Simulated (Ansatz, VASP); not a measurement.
## WSe2 in two plane-wave programs

Aim: how closely do two programs agree when they are given the same cell, functional and k mesh? Of the first pair: The structure shown is the start of the Ansatz relaxation below; VASP solves that cell, so the two are compared at the walk's first step.

Calculated with Ansatz 0.2.0; plane waves, with VASP 6.6.1 beside it; LDA.

### Step 1. The starting structure

The cell holds 3 atoms: 1 W and 2 Se. Cell: a = 3.288 Å, b = 3.288 Å, c = 30.250 Å, α = 90.0°, β = 90.0°, γ = 120.0°. Vacuum lies along c. The height across the vacuum is the one that the program set for its solve, not the one typed.

### Step 2. Ansatz: relaxation, LDA

Ansatz runs on its default PAW (the set named soft_2) files.

The two programs are compared at the cell with which this relaxation starts, whose forces are those of its first step.

File input.yaml:

```yaml
crystal:
  lattice:
    - [3.2880000014, 0.0, 0.0]
    - [-1.6440000007, 2.8474915288, 0.0]
    - [0.0, 0.0, 19.225]
  atoms:
    - { symbol: W, position: [0.0, 0.0, 0.5] }
    - { symbol: Se, position: [0.3333333333, 0.6666666667, 0.41612484] }
    - { symbol: Se, position: [0.3333333333, 0.6666666667, 0.58387516] }
  periodic: [true, true, false]
kpoints:
  mp_grid: { grid: [8, 8, 1] }
scf:
  occupations: { method: fermi_dirac, width: 0.05 }
hamiltonian:
  xc: lda
output:
  forces: true
  stress: true
relax:
  f_tol: 0.02
  max_steps: 50
  cell: {}
```

The run is started by

```console
$ ansatz run input.yaml --threads 1 --pin off --max-ram 5120MiB --backend cpu --events-out ev --progress --plain --runs-dir out
```

Numbers of over 12 decimals in the logs are rounded to 6 here.

The log of the run:

```text
Warning: crystal.periodic: the lattice vector that does not repeat stood 0.000° off the slab's normal, 19.225 Å along it as the deck builds it. The run solves the slab on a vector along the normal, 30.250 Å long, with every atom where it was (on the deck's vector they left 16.00 Å outside them, and the widest stretch free of ions among them is 1.61 Å). A fractional position that the run reports is one of the run's ce [...]
crystal.periodic: the lattice vector that does not repeat stood 0.000° off the slab's normal, 19.225 Å along it as the deck builds it. The run solves the slab on a vector along the normal, 30.250 Å long, with every atom where it was (on the deck's vector they left 16.00 Å outside them, and the widest stretch free of ions among them is 1.61 Å). A fractional position that the run reports is one of the run's cell, which [...]
Engine: ansatz 0.2.0, aarch64-unknown-linux-gnu
Pseudopotentials: kind: paw
Pseudopotential: W, paw, valence charge 14, recommended cutoff 420 eV (normal), W.paw.azcp
Pseudopotential: Se, paw, valence charge 16, recommended cutoff 420 eV (normal), Se.paw.azcp
Functional definition: SPW92
  exchange = slater_x
  correlation = pw_c
Crystal: 3 atoms, lattice volume = 283.217 Å³
Basis set: ecut = 420 eV, 5645 PW (Γ)
Bands: 28, of which v1, the nominal top of the filled ones, is band 23 counted from 1 (22 counted from 0)
Symmetry: 12 space group operations
Space group: P-6m2 (ITA 187), of the structure as read, at distance tolerance 6.6e-5 Å
k-points: 10 of 64 (time reversal used)
Non-local potential: W, projectors of the file, l = 0: 3, l = 1: 2, l = 2: 2, l = 3: 1
Non-local potential: Se, projectors of the file, l = 0: 2, l = 1: 2, l = 2: 3, l = 3: 1
PAW form: soft (Blöchl's): semilocal exchange-correlation on the pseudo side does not see the compensation charge
PAW frozen core: W, regenerated for the run's functional, and the local potential with it (the file was generated under x = pbe(κ = 0.804, μ = 0.219515), c = pbe(β = 0.066725))
PAW frozen core: Se, regenerated for the run's functional, and the local potential with it (the file was generated under x = pbe(κ = 0.804, μ = 0.219515), c = pbe(β = 0.066725))
PAW one-centre angular grid: W, 590 points (default); XC on 64 Gauss nodes
PAW one-centre angular grid: Se, 590 points (default); XC on 64 Gauss nodes
Initial density: superposition of atomic densities (neutral atoms: chi_scale 0, normalization atom), corrected by the library's trained network
Initial wavefunctions: pseudopotential atomic-orbital guess
Functional: x = slater, c = lda
SCF iter   1: F=—  HF=-20898.029231 eV  |F-HF|=—  |Δ(HF+E_count)|=         —  Δρ=3.32e-3  dr2=4.45e-2  ethr=1.77e-3  ⟨swp⟩=13.4  Hψ=1900  notcnv=0
[...]
SCF iter   3: F=—  HF=-20898.003474 eV  |F-HF|=—  |Δ(HF+E_count)|=   5.66e-4  Δρ=1.27e-3  dr2=1.11e-2  ethr=1.98e-5  ⟨swp⟩=3.5  Hψ=604  notcnv=0
SCF iter   4: F=—  HF=-20898.001992 eV  |F-HF|=—  |Δ(HF+E_count)|=   1.48e-3  Δρ=2.92e-4  dr2=2.40e-4  ethr=1.98e-5  ⟨swp⟩=2.8  Hψ=393  notcnv=0
SCF iter   5: F=—  HF=-20898.001959 eV  |F-HF|=—  |Δ(HF+E_count)|=   3.26e-5  Δρ=6.43e-5  dr2=1.15e-5  ethr=5.22e-7  ⟨swp⟩=4.0  Hψ=581  notcnv=0
SCF iter   6: F=—  HF=-20898.001963 eV  |F-HF|=—  |Δ(HF+E_count)|=   4.18e-6  Δρ=1.08e-5  dr2=8.94e-7  ethr=2.50e-8  ⟨swp⟩=4.3  Hψ=645  notcnv=0
SCF iter   7: F=-20898.001964 eV  HF=-20898.001964 eV  |F-HF|=4.81e-8  |Δ(HF+E_count)|=   7.86e-7  Δρ=4.24e-6  dr2=9.07e-8  ethr=6.52e-10  ⟨swp⟩=7.7  Hψ=1300  notcnv=0
SCF 2 converged in 7 iterations: F = -20898.001964 eV  dr2 = 9.07e-8
relax step   2: F+E_penalty+E_count = -20898.00196403 eV  Δ(F+E_penalty+E_count) = +2.210e-2 eV  max|allowed force component| = 9.054e-1 eV/Å  Δτ_max = 0.1203 Å  P = -0.040 N/m  Ω = 269.623 Å³  energy of the carried Pulay correction = +7.099e-4 eV  fix = [c, alpha, beta]  (7 SCF iters, dr2 threshold 3.00e-7 eV, rejected (line search))
[...]
relax step   3: F+E_penalty+E_count = -20898.06366417 eV  Δ(F+E_penalty+E_count) = -3.960e-2 eV  max|allowed force component| = 5.094e-2 eV/Å  Δτ_max = 0.0546 Å  P = -0.188 N/m  Ω = 276.513 Å³  energy of the carried Pulay correction = +3.458e-4 eV  fix = [c, alpha, beta]  reactions: c -0.000 N/m  (10 SCF iters, accepted)
[...]
relax step   4: F+E_penalty+E_count = -20898.06383509 eV  Δ(F+E_penalty+E_count) = -1.709e-4 eV  max|allowed force component| = 5.327e-3 eV/Å  Δτ_max = 0.0020 Å  P = -0.028 N/m  Ω = 276.306 Å³  energy of the carried Pulay correction = +3.566e-4 eV  fix = [c, alpha, beta]  reactions: c -0.000 N/m  (4 SCF iters, dr2 threshold 1.62e-7 eV, accepted)
[...]
relax step   5: F+E_penalty+E_count = -20898.06349168 eV  Δ(F+E_penalty+E_count) = +3.434e-4 eV  max|allowed force component| = 5.269e-3 eV/Å  Δτ_max = 0.0000 Å  P = -0.029 N/m  Ω = 276.306 Å³  fix = [c, alpha, beta]  reactions: c -0.000 N/m  stress off target by 2.90e-2 N/m on what of the cell is left free  SCF on the basis re-selected at this cell (its energy is not comparable with the rows above)  (7 SCF iters)
basis re-selected at this cell: Δ(F+E_penalty+E_count) = +3.434e-4 eV, ΔP = -0.001 N/m vs the last step (what re-selecting the basis moved, of the pressure what is left beyond the Pulay correction that the steps carried, after the strain that the cell walked since its last selection, with what the two solves' SCF thresholds leave and, on support functions, any second-order correction that the steps lacked; it is no m [...]
SCF converged after 7 iterations
Free energy (F): -20898.063492 eV
Harris-Foulkes:  -20898.063492 eV  (|F-HF|=1.82e-11)
Internal energy: -20898.063492 eV  (E = F + TS)
E sigma→0 (E₀):  -20898.063492 eV
Fermi energy:    -4.550987 eV
--- Per-component energies (eV) ---
  E_band       = -1671.229913
  E_kinetic    = 693.271720
  E_local      = -128273.735088  (includes V_loc(G=0)·N_el)
  E_nonlocal   = -1170.923762
  E_hartree    = 63611.299999
  E_xc         = -474.109070
  E_vxc        = -438.361734  (∫ρ·V_xc dr)
  E_paw        = -11964.088021  (= ΣΔE_a)
  E_vpaw       = 295.919837  (= ΣTr[D̂ρ^β])
  E_aug_tail   = -0.001302  (compensation charges beyond the density's cutoff)
  E_ewald      = 56675.504156
  E_core_change = 4.717877  (= ΣΔE_core)
  E_smearing   = -0.000000  (= −TS)
  E_closure    = 0.000000  (closes the sum)
  Σ components = -20898.063492   (vs F -20898.063492, Δ=0.00e0)
--- Forces (eV/Å), atoms counted from 1 ---
  atom   1  W      0.00000000    -0.00000000     0.00000000
  atom   2  Se    -0.00000000     0.00000000     0.00526945
  atom   3  Se    -0.00000000     0.00000000    -0.00526945
  max |Σ_I F_I| component: 9.25e-18 eV/Å
--- 2D stress c σ (N/m, compression-positive) ---
       -0.028961       0.000000       0.000000
        0.000000      -0.028961       0.000000
        0.000000       0.000000       0.000000
  P = ½ c Tr σ = -0.0290 N/m
--- Relaxed structure (4 steps of the walk, 3 accepted, 1 SCFs on fresh bases) ---
  F+E_penalty+E_count = -20898.06349168 eV   max|allowed force component| = 5.269e-3 eV/Å   (the final SCF, on the basis selected at the relaxed cell)
  cell:  # Å, volume = 276.3058 Å³
    - [3.247633, 0.0, 0.0]
    - [-1.623817, 2.812533, 0.0]
    - [0.0, 0.0, 30.250000]
  atoms:
    - { symbol: W, position: [0, -2.878355989888598e-17, 0.317769] }
    - { symbol: Se, position: [0.333333, 0.666667, 0.262725] }
    - { symbol: Se, position: [0.333333, 0.666667, 0.372812] }
```

The column dr2 measures how far the density is from self-consistency, as an energy; F and HF (Harris–Foulkes) agree once it is small.

### Step 3. VASP: single point, LDA, start cell, pair 1

The same cell, functional (in two slightly different forms), mesh and smearing now go to VASP, with its own data sets.

Lines of VASP's logs that name or quote its potential files are left out, and so is its time.

File INCAR:

```
SYSTEM = WSe2
PREC = Accurate
ENCUT = 520
EDIFF = 1E-06
NELM = 120
ISMEAR = -1
SIGMA = 0.05
LREAL = .FALSE.
ALGO = Normal
GGA = PW92
NBANDS = 15
LASPH = .TRUE.
LORBIT = 11
LWAVE = .FALSE.
LCHARG = .FALSE.
ISIF = 2
LDIPOL = .TRUE.
IDIPOL = 3
DIPOL = 0.5 0.5 0.318
LVHAR = .TRUE.
GGA_COMPAT = .FALSE.
EFERMI = MIDGAP
NELMDL = -8
```

File POSCAR:

```
WSe2
1.0
    3.2880000000      0.0000000000      0.0000000000
   -1.6440000000      2.8474920000      0.0000000000
    0.0000000000      0.0000000000     30.2500000000
W Se
1 2
Direct
    0.0000000000      0.0000000000      0.3177685950
    0.3333333333      0.6666666667      0.2644628099
    0.3333333333      0.6666666667      0.3710743802
```

File KPOINTS:

```
Automatic mesh
0
Gamma
8 8 1
0 0 0
```

Potentials, in the order of the species: W and Se (LDA family, release 64).

The run is started by

```console
$ mpirun -np 1 vasp_std
```

The log of the run:

```text
[banner, memory and clock lines left out]
running    1 mpi-ranks, on    1 nodes
 distrk:  each k-point on    1 cores,    1 groups
 distr:  one band on    1 cores,    1 groups

 POSCAR found type information on POSCAR W Se
 POSCAR found :  2 types and       3 ions
|                                                                             |
|               ----> ADVICE to this user running VASP <----                  |
|                                                                             |
|     You enforced a specific xc type in the INCAR file but a different       |
|     [... a line on the potential file left out ...]
|     I HOPE YOU KNOW WHAT YOU ARE DOING!                                     |
|                                                                             |

 LDA part: xc-table for (Slater(with rela. corr.)+PW92), standard interpolation
 POSCAR, INCAR and KPOINTS ok, starting setup
 FFT: planning ... GRIDC
 FFT: planning ... GRID_SOFT
 FFT: planning ... GRID
 WAVECAR not read
 entering main loop
       N       E                     dE             d eps       ncg     rms          rms(c)
DAV:   1     0.137356628107E+03    0.13736E+03   -0.54330E+03   300   0.829E+02
DAV:   2    -0.738814193387E+01   -0.14474E+03   -0.13537E+03   531   0.152E+02
DAV:   3    -0.247984565156E+02   -0.17410E+02   -0.17272E+02   426   0.676E+01
DAV:   4    -0.251683399252E+02   -0.36988E+00   -0.36814E+00   406   0.126E+01
DAV:   5    -0.251756677761E+02   -0.73279E-02   -0.73235E-02   391   0.159E+00
DAV:   6    -0.251758746057E+02   -0.20683E-03   -0.20683E-03   406   0.281E-01
DAV:   7    -0.251758817928E+02   -0.71870E-05   -0.71870E-05   406   0.455E-02
DAV:   8    -0.251758821070E+02   -0.31427E-06   -0.31415E-06   373   0.959E-03    0.236E+01
DAV:   9    -0.243813603945E+02    0.79452E+00   -0.20586E+00   419   0.973E+00    0.958E+00
DAV:  10    -0.242411858117E+02    0.14017E+00   -0.97363E-01   398   0.706E+00    0.499E+00
DAV:  11    -0.241630747094E+02    0.78111E-01   -0.13580E-01   377   0.318E+00    0.433E-01
DAV:  12    -0.241627421132E+02    0.33260E-03   -0.22628E-02   405   0.991E-01    0.191E-01
DAV:  13    -0.241620611962E+02    0.68092E-03   -0.21504E-03   377   0.314E-01    0.110E-01
DAV:  14    -0.241622039631E+02   -0.14277E-03   -0.16973E-04   384   0.981E-02    0.643E-02
[...]
DAV:  19    -0.241631226472E+02   -0.89102E-04   -0.56788E-06   342   0.784E-03    0.387E-03
DAV:  20    -0.241631509386E+02   -0.28291E-04   -0.83965E-07   336   0.271E-03    0.203E-03
DAV:  21    -0.241631636050E+02   -0.12666E-04   -0.49964E-07   286   0.218E-03    0.989E-04
DAV:  22    -0.241631713426E+02   -0.77376E-05   -0.34908E-07   313   0.212E-03    0.539E-04
DAV:  23    -0.241631744507E+02   -0.31080E-05   -0.83712E-08   297   0.108E-03    0.114E-03
DAV:  24    -0.241631754912E+02   -0.10406E-05   -0.11510E-08   297   0.400E-04    0.252E-04
DAV:  25    -0.241631772056E+02   -0.17144E-05   -0.57095E-08   276   0.844E-04    0.286E-04
DAV:  26    -0.241631774755E+02   -0.26984E-06   -0.52760E-09   304   0.426E-04
   1 F= -.24163177E+02 E0= -.24163177E+02  d E =-.216838E-08
```

[end of part 1 of 2]

[Lines on the potential files, build, host, timing and source positions are cut from VASP's logs without a mark.]

[Logs are printed without paths, hosts, clocks, repeated set-up lines and the standing remarks that a program may print on its own settings, such as how far it seeks lower states.]

[Hosts, paths, dates, database ids (printed as entryN), source tags and the programs' standing remarks are cut or masked in the printed files.]
